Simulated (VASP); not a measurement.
Input:

```
CELL_PARAMETERS angstrom
     -1.60500     1.60500     3.91500
      1.60500    -1.60500     3.91500
      1.60500     1.60500    -3.91500
ATOMIC_POSITIONS crystal
  Si 0.66500 0.66500 0.00000
  Si 0.33500 0.33500 0.00000
  W  0.00000 0.00000 0.00000
```

Level of theory: PBE GGA, VASP's PBE PAW potentials (set 64) (plane waves; VASP). Settings: 300 eV cut-off, 12×12×12 Γ-centred mesh, Fermi-Dirac smearing of 0.10 eV, potentials Si W_sv.

At this cut-off the stress carries a Pulay error, which pulls relaxed volumes low.

Problem. Give the force on each atom (eV/Å).

Solution. 
```json
[
 {"atom": "Si1", "Fx": "0.000", "Fy": "0.000", "Fz": "0.132"},
 {"atom": "Si2", "Fx": "0.000", "Fy": "0.000", "Fz": "-0.132"},
 {"atom": "W3", "Fx": "0.000", "Fy": "0.000", "Fz": "0.000"}
]
```

Problem. Give the stress tensor in GPa (positive for a compressed cell).

Solution. 
```
3.41  0.00  0.00
0.00  3.41  0.00
0.00  0.00  3.55
```
The pressure is its mean diagonal, 3.46 GPa.

The structure is a typed WSi2 crystal. The cell was not relaxed at this level.
